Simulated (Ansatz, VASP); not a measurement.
## Cross-check of BN between VASP and Ansatz

Aim: how closely do two programs agree when they are given the same cell, functional and k mesh? The cell is taken from a series of runs on this material, whose earlier steps may have relaxed, scaled, displaced or heated it; both programs get it as it stands.

Main program and level: Ansatz 0.2.0; plane waves, with VASP 6.6.1 beside it; zone-centre phonons at LDA.

## (1) The structure

The structure is cubic, space group F-43m (No. 216). Conventional cell: a = 3.580 Å, b = 3.580 Å, c = 3.580 Å, α = 90.00°, β = 90.00°, γ = 90.00°. Nearest to B lie 4 N at 1.55 Å. Nearest to N lie 4 B at 1.55 Å. Farther neighbours and most contacts between anions are not listed.

## (2) VASP: zone-centre phonons, LDA, pair 1

Second derivatives magnify differences that forces hide, and they need a tight electronic threshold.

Lines of VASP's logs that name or quote its potential files are left out, and so is its time.

INCAR reads:

```
SYSTEM = BN
PREC = Accurate
ENCUT = 600
EDIFF = 1E-08
NELM = 120
ISMEAR = -1
SIGMA = 0.03
LREAL = .FALSE.
ALGO = Normal
GGA = CA
NELECT = 8.002294
NBANDS = 10
LORBIT = 11
LWAVE = .FALSE.
LCHARG = .FALSE.
ISIF = 2
IBRION = 8
LASPH = .TRUE.
GGA_COMPAT = .FALSE.
KPAR = 2
```

POSCAR reads:

```
BN
1.0
    0.0000000000      1.7899253151      1.7899253151
    1.7899253151      0.0000000000      1.7899253151
    1.7899253151      1.7899253151      0.0000000000
B N
1 1
Direct
    0.0000000000      0.0000000000      0.0000000000
    0.2500000000      0.2500000000      0.2500000000
```

KPOINTS reads:

```
Automatic mesh
0
Gamma
29 29 29
0 0 0
```

Potentials, in the order of the species: B and N (LDA family, release 64).

Launch:

```bash
> mpirun -np 2 vasp_std
```

Numbers of over 12 decimals in the logs are rounded to 6 here.

The program printed:

```text
[banner, memory and clock lines left out]
running    2 mpi-ranks, on    1 nodes
 distrk:  each k-point on    1 cores,    2 groups
 distr:  one band on    1 cores,    1 groups

 POSCAR found type information on POSCAR B N
 POSCAR found :  2 types and       2 ions
 LDA part: xc-table for (Slater(with rela. corr.)+CA(PZ))
 , standard interpolation
 POSCAR, INCAR and KPOINTS ok, starting setup
 FFT: planning ... GRIDC
 FFT: planning ... GRID_SOFT
 FFT: planning ... GRID
 WAVECAR not read
 entering main loop
       N       E                     dE             d eps       ncg     rms          rms(c)
DAV:   1     0.107359918820E+02    0.10736E+02   -0.55055E+03 13882   0.884E+02
DAV:   2    -0.200716219448E+02   -0.30808E+02   -0.29879E+02 16392   0.169E+02
DAV:   3    -0.205734920581E+02   -0.50187E+00   -0.50088E+00 15932   0.188E+01
DAV:   4    -0.205741416444E+02   -0.64959E-03   -0.64957E-03 14862   0.791E-01
DAV:   5    -0.205741422542E+02   -0.60983E-06   -0.61008E-06 15506   0.245E-02BRMIX: very serious problems
 the old and the new charge density differ
 old charge density:     8.00000 new    8.00229
BRMIX: very serious problems
 the old and the new charge density differ
 old charge density:     8.00000 new    8.00229
    0.665E+00
DAV:   6    -0.195400700661E+02    0.10341E+01   -0.33283E+00 13812   0.113E+01    0.316E+00
DAV:   7    -0.194208580134E+02    0.11921E+00   -0.10013E-01 15216   0.274E+00    0.179E+00
DAV:   8    -0.193884078236E+02    0.32450E-01   -0.50315E-02 15462   0.161E+00    0.189E-01
DAV:   9    -0.193882572540E+02    0.15057E-03   -0.86312E-04 14824   0.280E-01    0.817E-02
DAV:  10    -0.193882414985E+02    0.15755E-04   -0.43964E-05 15482   0.672E-02    0.138E-02
DAV:  11    -0.193882419698E+02   -0.47130E-06   -0.17751E-06 15082   0.968E-03    0.613E-03
DAV:  12    -0.193882419004E+02    0.69347E-07   -0.49740E-07 15118   0.445E-03    0.223E-04
DAV:  13    -0.193882418998E+02    0.62596E-09   -0.78673E-09  8552   0.911E-04
   1 F= -.19388242E+02 E0= -.19388200E+02  d E =-.834606E-04
 Linear response reoptimize wavefunctions to high precision
DAV:   1    -0.193882418998E+02    0.48317E-10   -0.20379E-10  9348   0.174E-04
 Linear response DOF=           2
 Linear response progress:
  Degree of freedom:   1/  2
       N       E                     dE             d eps       ncg     rms          rms(c)
RMM:   1    -0.418953311746E-01   -0.41895E-01   -0.24298E-02173853   0.136E+00
RMM:   2    -0.364909776509E-01    0.54044E-02   -0.99945E-04104010   0.244E-01    0.149E-01
RMM:   3    -0.364204111450E-01    0.70567E-04   -0.15445E-04108667   0.791E-02    0.834E-02
RMM:   4    -0.367096510878E-01   -0.28924E-03   -0.18221E-04108558   0.899E-02    0.766E-03
RMM:   5    -0.366976554464E-01    0.11996E-04   -0.79160E-06111349   0.729E-03    0.111E-03
RMM:   6    -0.366947965706E-01    0.28589E-05   -0.37862E-07111795   0.526E-04    0.416E-04
RMM:   7    -0.366924788228E-01    0.23177E-05    0.21920E-07113114   0.395E-04    0.437E-05
RMM:   8    -0.366925635952E-01   -0.84772E-07    0.13931E-07114094   0.344E-05    0.104E-05
RMM:   9    -0.366925098445E-01    0.53751E-07    0.14105E-07116178   0.180E-05    0.853E-07
RMM:  10    -0.366925108835E-01   -0.10389E-08    0.12738E-07 77084   0.109E-05    0.343E-07
RMM:  11    -0.366925104078E-01    0.47567E-09    0.13464E-07 64946   0.109E-05    0.129E-08
 first order change of Fermi-energy   0.75428E-05
 force on displaced ion       1 direction 1 : -25.713   0.000   0.000
 Linear response progress:
  Degree of freedom:   2/  2
       N       E                     dE             d eps       ncg     rms          rms(c)
RMM:   1    -0.230335379808E+00   -0.23034E+00    0.10063E-01137572   0.333E+00
RMM:   2    -0.224056148076E+00    0.62792E-02   -0.19892E-03104209   0.442E-01    0.232E-01
RMM:   3    -0.225037431949E+00   -0.98128E-03   -0.39516E-04101207   0.161E-01    0.125E-01
RMM:   4    -0.227082939365E+00   -0.20455E-02   -0.37506E-04 98041   0.157E-01    0.232E-02
RMM:   5    -0.227142553649E+00   -0.59614E-04   -0.51928E-06112329   0.232E-02    0.880E-04
RMM:   6    -0.227151071061E+00   -0.85174E-05    0.11309E-07110794   0.117E-03    0.403E-04
RMM:   7    -0.227149125544E+00    0.19455E-05    0.64663E-08113652   0.396E-04    0.467E-05
RMM:   8    -0.227148932945E+00    0.19260E-06    0.21895E-08113803   0.481E-05    0.198E-05
RMM:   9    -0.227148870988E+00    0.61957E-07    0.16789E-08117183   0.439E-05    0.927E-07
RMM:  10    -0.227148870482E+00    0.50586E-09    0.22804E-08 88312   0.304E-05    0.366E-07
 first order change of Fermi-energy   0.16516E-04
 force on displaced ion       2 direction 1 : -25.705   0.000   0.000
 Linear response finished
```

From OUTCAR (step 2):

```text
NELECT = 8.002294

 ion  position               nearest neighbor table
   1  0.000  0.000  0.000-   2 1.55   2 1.55   2 1.55   2 1.55
   2  0.250  0.250  0.250-   1 1.55   1 1.55   1 1.55   1 1.55

  LATTYP: Found a face centered cubic cell.
 ALAT       =     3.5798506302

 Subroutine GETGRP returns: Found 24 space group operations
 (whereof 24 operations were pure point group operations)

The static configuration has the point symmetry T_d .

 Found    680 irreducible k-points:

   k-points           NKPTS =    680   k-points in BZ     NKDIM =    680   number of bands    NBANDS=     10

   dimension x,y,z NGX =    20 NGY =   20 NGZ =   20
   dimension x,y,z NGXF=    40 NGYF=   40 NGZF=   40

   ENCUT  =  600.0 eV  44.10 Ry    6.64 a.u.   5.06  5.06  5.06*2*pi/ulx,y,z

 k-points in reciprocal lattice and weights: Automatic mesh
   0.00000000  0.00000000  0.00000000       0.000
   0.03448276  0.00000000  0.00000000       0.000
   0.06896552  0.00000000  0.00000000       0.000
   0.10344828  0.00000000  0.00000000       0.000
   0.13793103  0.00000000  0.00000000       0.000
   0.17241379  0.00000000  0.00000000       0.000
   0.20689655  0.00000000  0.00000000       0.000
   0.24137931  0.00000000  0.00000000       0.000
   0.27586207  0.00000000  0.00000000       0.000
[...]
-0.27586207  0.48275862  0.20689655       0.001
  -0.27586207  0.48275862  0.24137931       0.001

 average (electrostatic) potential at core
       1 -29.1648       2 -59.7671

  Total        0.1015112      0.1015112      0.1015112      0.0000000      0.0000000     -0.0000000
  in kB       14.1804418     14.1804418     14.1804418      0.0000000      0.0000000     -0.0000000
  external PRESSURE =      14.1804418 kB  Pullay stress =       0.0000000 kB

  energy-cutoff  :      600.00
  volume of cell :       11.47
      direct lattice vectors                 reciprocal lattice vectors
     0.000000000  1.789925315  1.789925315    -0.279341264  0.279341264  0.279341264
     1.789925315  0.000000000  1.789925315     0.279341264 -0.279341264  0.279341264
     1.789925315  1.789925315  0.000000000     0.279341264  0.279341264 -0.279341264

 POSITION                                       TOTAL-FORCE (eV/Angst)
 -----------------------------------------------------------------------------------
      0.00000      0.00000      0.00000         0.000000      0.000000      0.000000
      0.89496      0.89496      0.89496        -0.000000     -0.000000     -0.000000
 -----------------------------------------------------------------------------------
    total drift:                               -0.000000     -0.000000     -0.000000

 Eigenvectors and eigenvalues of the dynamical matrix
 ----------------------------------------------------

   1 f  =   32.093592 THz   201.649986 2PiTHz 1070.527000 cm-1   132.728372 meV
             X         Y         Z           dx          dy          dz
      0.000000  0.000000  0.000000     0.000000    0.751240    0.000000
      0.894963  0.894963  0.894963    -0.000000   -0.660029    0.000000

   2 f  =   32.093592 THz   201.649986 2PiTHz 1070.527000 cm-1   132.728372 meV
             X         Y         Z           dx          dy          dz
      0.000000  0.000000  0.000000     0.000000    0.000000   -0.751240
      0.894963  0.894963  0.894963     0.000000    0.000000    0.660029

   3 f  =   32.093592 THz   201.649986 2PiTHz 1070.527000 cm-1   132.728372 meV
             X         Y         Z           dx          dy          dz
      0.000000  0.000000  0.000000     0.751240   -0.000000    0.000000
      0.894963  0.894963  0.894963    -0.660029    0.000000    0.000000

   4 f/i=    0.002527 THz     0.015880 2PiTHz    0.084304 cm-1     0.010452 meV
             X         Y         Z           dx          dy          dz
      0.000000  0.000000  0.000000    -0.353169   -0.433222    0.351040
      0.894963  0.894963  0.894963    -0.401974   -0.493090    0.399551

   5 f/i=    0.002527 THz     0.015880 2PiTHz    0.084304 cm-1     0.010452 meV
             X         Y         Z           dx          dy          dz
      0.000000  0.000000  0.000000    -0.286810   -0.215204   -0.554135
      0.894963  0.894963  0.894963    -0.326445   -0.244944   -0.630712

   6 f/i=    0.002527 THz     0.015880 2PiTHz    0.084304 cm-1     0.010452 meV
             X         Y         Z           dx          dy          dz
      0.000000  0.000000  0.000000    -0.478174    0.449048    0.073101
      0.894963  0.894963  0.894963    -0.544254    0.511103    0.083203

 ELASTIC MODULI CONTR FROM IONIC RELAXATION (kBar)
 Direction    XX          YY          ZZ          XY          YZ          ZX
 --------------------------------------------------------------------------------
 XX          -0.0000     -0.0000     -0.0000      0.0000     -0.0000     -0.0000
 YY          -0.0000     -0.0000     -0.0000      0.0000      0.0000     -0.0000
 ZZ          -0.0000     -0.0000     -0.0000      0.0000      0.0000     -0.0000
 XY           0.0000      0.0000      0.0000    -44.4298      0.0000      0.0000
 YZ          -0.0000      0.0000      0.0000      0.0000    -44.4298     -0.0000
 ZX          -0.0000     -0.0000     -0.0000      0.0000     -0.0000    -44.4298
 --------------------------------------------------------------------------------
```

## (3) Ansatz: zone-centre phonons, LDA, pair 1

Ansatz runs on its PAW soft_1 files.

The same cell, functional (in two slightly different forms), mesh and smearing now go to Ansatz, which takes its cutoff from its data sets.

input.yaml reads:

```yaml
crystal:
  lattice:
    - [0.0, 1.7899253151, 1.7899253151]
    - [1.7899253151, 0.0, 1.7899253151]
    - [1.7899253151, 1.7899253151, 0.0]
  atoms:
    - { symbol: B, position: [0.0, 0.0, 0.0] }
    - { symbol: "N", position: [0.25, 0.25, 0.25] }
total_charge: -0.002294
kpoints:
  mp_grid: { grid: [29, 29, 29] }
hamiltonian:
  xc: lda
  pseudopotentials: { kind: paw, azcp: { folder: soft_1 }, xc_functional: pbe }
scf:
  occupations: { method: fermi_dirac, width: 0.03 }
output:
  eigenvalues: true
phonons:
  method: dfpt
```

Launch:

```bash
> ansatz run input.yaml --threads 8 --pin off --max-ram 16384MiB --backend cpu --events-out ev --progress --plain --runs-dir out
```

The program printed:

```text
zone centre: on kpoints.mp_grid the ground state, and the responses unless they are solved on pairs of k-points, stand on 1800 of the mesh's 24389 k-points, reduced under 8 symmetry operations, with k and −k counted as one. Each operation leaves every solved displacement unchanged or reverses it
Engine: ansatz 0.2.0, aarch64-unknown-linux-gnu
Pseudopotentials: kind: paw
Pseudopotential: B, paw, valence charge 3, recommended cutoff 420 eV (normal), soft_1/B.paw.azcp
Pseudopotential: N, paw, valence charge 5, recommended cutoff 420 eV (normal), soft_1/N.paw.azcp
Functional definition: SPW92
  exchange = slater_x
  correlation = pw_c
Crystal: 2 atoms, lattice volume = 11.469 Å³
Basis set: ecut = 420 eV, 229 PW (Γ), exchange–correlation on 36×36×36 points (8 copies of the dense FFT grid, shifted against one another)
Bands: 9, of which v1, the nominal top of the filled ones, is band 4 counted from 1 (3 counted from 0)
Symmetry: 24 space group operations
k-points: 1800 of 24389 (irreducible under 8 space group operations, time reversal used)
Non-local potential: B, projectors of the file, l = 0: 2, l = 1: 2, l = 2: 1
Non-local potential: N, projectors of the file, l = 0: 2, l = 1: 2, l = 2: 1
PAW form: soft (Blöchl's): semilocal exchange-correlation on the pseudo side does not see the compensation charge
PAW frozen core: B, regenerated for the run's functional, and the local potential with it (the file was generated under x = pbe(κ = 0.804, μ = 0.219515), c = pbe(β = 0.066725))
PAW frozen core: N, regenerated for the run's functional, and the local potential with it (the file was generated under x = pbe(κ = 0.804, μ = 0.219515), c = pbe(β = 0.066725))
PAW one-centre angular grid: B, 110 points (default); XC on 64 Gauss nodes
PAW one-centre angular grid: N, 110 points (default); XC on 64 Gauss nodes
Initial density: superposition of atomic densities (chi_scale 0.1, normalization cell, long waves kept (reshape's long-wave potential 0.00 eV rms))
Initial wavefunctions: pseudopotential atomic-orbital guess
Functional: x = slater, c = lda
SCF iter   1: F=—  HF=-527.209659 eV  |F-HF|=—  |Δ(HF+E_count)|=         —  Δρ=1.49e-1  dr2=2.04e0  ethr=3.10e-3  ⟨swp⟩=4.8  Hψ=98490  notcnv=0
preconditioner: auto → none  [metal: Δε(μ)=0.049 eV  Ē_g=22.291 eV  σ=0.030 eV  W_gap=0.38  n_scr=0 (ndim 8)  ℏωp=31.0 eV  f_vac=0.000  D(μ)=0.03/eV (n_scr^D=0)]
SCF iter   2: F=—  HF=-526.518480 eV  |F-HF|=—  |Δ(HF+E_count)|=   6.91e-1  Δρ=6.46e-2  dr2=2.66e-1  ethr=3.10e-3  ⟨swp⟩=2.1  Hψ=44404  notcnv=0  defer=1729
SCF iter   3: F=—  HF=-526.444518 eV  |F-HF|=—  |Δ(HF+E_count)|=   7.40e-2  Δρ=2.17e-2  dr2=3.32e-2  ethr=3.10e-3  ⟨swp⟩=3.0  Hψ=28371  notcnv=0  defer=1729
SCF iter   4: F=—  HF=-526.434843 eV  |F-HF|=—  |Δ(HF+E_count)|=   9.68e-3  Δρ=2.91e-3  dr2=3.26e-4  ethr=4.14e-4  ⟨swp⟩=3.0  Hψ=28929  notcnv=0  defer=1729
SCF iter   5: F=—  HF=-526.434825 eV  |F-HF|=—  |Δ(HF+E_count)|=   1.81e-5  Δρ=1.58e-4  dr2=1.24e-6  ethr=4.07e-6  ⟨swp⟩=2.0  Hψ=19336  notcnv=0  defer=1729
SCF iter   6: F=—  HF=-526.434825 eV  |F-HF|=—  |Δ(HF+E_count)|=   7.34e-9  Δρ=1.46e-5  dr2=5.26e-9  ethr=1.55e-8  ⟨swp⟩=2.3  Hψ=23251  notcnv=0  defer=1729
SCF iter   7: F=—  HF=-526.434825 eV  |F-HF|=—  |Δ(HF+E_count)|=  7.66e-11  Δρ=7.67e-7  dr2=2.97e-11  ethr=6.57e-11  ⟨swp⟩=2.0  Hψ=20253  notcnv=0  defer=1729
SCF iter   8: F=-526.434825 eV  HF=-526.434825 eV  |F-HF|=0.00e0  |Δ(HF+E_count)|=  5.23e-12  Δρ=9.69e-8  dr2=3.65e-13  ethr=1.00e-12  ⟨swp⟩=9.4  Hψ=71642  notcnv=0
SCF 1 converged in 8 iterations: F = -526.434825 eV  dr2 = 3.65e-13
  greatest PAW one-centre occupation: 0.784 electrons in one spin orbital (limit 2), on the N atom at site 1 (counted from 0), in its partial waves of l = 0
DFPT response loops at Γ: preconditioner auto → Kerker (q_TF=auto, 2.569 Å⁻¹) (partly filled bands, converged f_vac=0.000); β = 1.00, the filter's whole step (`scf.mixing.beta` (0.50) is not read by the response loops under this deck's `scf.mixing.preconditioner`; to damp them name `kerker` or `kerker_dos`, under which they read `scf.mixing.beta`, and type it under 1.00, their step now; both keys bind the ground state too); Broyden in place of MSR1
SCF converged after 8 iterations
Free energy (F): -526.434825 eV
Harris-Foulkes:  -526.434825 eV  (|F-HF|=0.00e0)
Internal energy: -526.434741 eV  (E = F + TS)
E sigma→0 (E₀):  -526.434783 eV
Entropy (-TS):   -0.000084 eV (-0.042 meV/atom)
Fermi energy:    15.907316 eV
--- Per-component energies (eV) ---
  E_band       = 27.354592
  E_kinetic    = 185.011737
  E_local      = -157.036283  (includes V_loc(G=0)·N_el)
  E_nonlocal   = 44.159919
  E_hartree    = 47.762907
  E_xc         = -92.823464
  E_vxc        = -115.244779  (∫ρ·V_xc dr)
  E_paw        = -191.732845  (= ΣΔE_a)
  E_vpaw       = -25.062733  (= ΣTr[D̂ρ^β])
  E_aug_tail   = 0.000921  (compensation charges beyond the density's cutoff)
  E_ewald      = -361.903510
  E_core_change = 0.125878  (= ΣΔE_core)
  E_smearing   = -0.000084  (= −TS)
  E_closure    = 0.000000  (closes the sum)
  E_deformation_potential = -0.049096  (in the stress; not in F)
  Σ components = -526.434825   (vs F -526.434825, Δ=0.00e0)
--- Band table (eV; the first three rows and the last of 1800) ---
  k-point 0: bands = ["-9.0249", "11.3878", "11.3878", "11.3878", "20.2157", "20.2157", "20.2157", "22.2758", "36.3697"]
  k-point 1: bands = ["-8.9951", "11.2167", "11.3534", "11.3534", "20.2668", "20.2668", "20.2711", "22.3668", "36.3115"]
  k-point 2: bands = ["-8.9058", "10.7384", "11.2555", "11.2555", "20.4111", "20.4134", "20.4134", "22.6343", "36.1460"]
  k-point 1799: bands = ["-2.8464", "3.6685", "4.1300", "4.7632", "20.9232", "24.8503", "25.8390", "26.6395", "30.8182"]
--- Phonons (Γ-DFPT): 2 representative perturbations + reference, on 1800 of 24389 k-points (Σ response iterations 6) ---
  k mesh reduced under 8 symmetry operations, with k and −k counted as one. Each operation leaves every solved displacement unchanged or reverses it
  ASR residual: 1.256e-5 → 0.000e0 eV/Å²; symmetrization residual: 6.819e-7 eV/Å²
  ASR residual per site (eV/Å²): 1.26e-5 9.11e-6
  Γ frequencies (cm⁻¹): 0.00 0.00 0.00 1065.92 1065.92 1065.92
  non-analytic LO–TO correction: not included (Born effective charges unavailable; polar crystals: no LO–TO splitting at Γ)
```

In the SCF lines HF is the Harris–Foulkes energy and dr2 the Hartree energy of the density residual, in eV; the loop may stop once dr2 is under the threshold and the program's other checks hold. Hψ counts applications of the Hamiltonian.

## (4) Side by side

Known differences besides the potentials themselves: the two LDA forms differ slightly; the cutoff is 420 eV in Ansatz and 600 eV in VASP; VASP's log shows a relativistic correction to its local exchange, Ansatz's none. Total energies have different zeros and are not compared.

The two programs side by side:

```
                  quantity  Ansatz    VASP  difference
optical mode 1 to 3 (cm⁻¹)  1065.9  1070.5     -0.43 %
```

Modes are paired by rising frequency, not by their patterns, so a pair may set unlike modes beside each other; they are those without the splitting of longitudinal modes. The cell carries a charge of -0.002294 e against a uniform background, so its pressure also hangs on how the neutralising background is counted, and in a defect's cell a gap may be the spacing between its levels.

[end of part 1 of 2]

[Lines on the potential files, build, host, timing and source positions are cut from VASP's logs without a mark.]

[Logs are printed without paths, hosts, clocks, repeated set-up lines and the standing remarks that a program may print on its own settings, such as how far it seeks lower states.]

[Hosts, paths, dates, database ids (printed as entryN), source tags and the programs' standing remarks are cut or masked in the printed files.]
